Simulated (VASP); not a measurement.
```
Si
1.0
    0.00000     2.71981     2.71981
    2.71981     0.00000     2.71981
    2.71981     2.71981     0.00000
Si
2
Cartesian
  0.00000   0.00000   0.00000
  1.35990   1.35990   1.35990
```

The numbers are results of r2SCAN meta-GGA, VASP's PBE PAW potentials (set 64) (plane waves; VASP 6.6.1), not measurements. Settings: 500 eV cut-off, 8×8×8 Γ-centred mesh, Gaussian smearing of 0.050 eV, potentials Si.

Energy and stress use the plane-wave basis of the starting cell.

Task: The ions, cell shape and volume at an external pressure of 5.0 GPa are relaxed. Which structure does the run end with?

Result: 
```
Si
1.0
    0.00000     2.67838     2.67838
    2.67838     0.00000     2.67838
    2.67838     2.67838     0.00000
Si
2
Direct
  0.00000   0.00000   0.00000
  0.25000   0.25000   0.25000
```
Space group Fd-3m (227), at a tolerance of 0.03 Å.

Task: How do energy and volume change from the first to the last step?

Result: The energy (σ→0) changes by +13.5 meV/atom and the volume by -4.5 %, in 3 ionic steps.

The compound is Si in the diamond structure. This run relaxes it under an external pressure of 5 GPa. Symmetry was kept, so distortions that lower it aren't found.
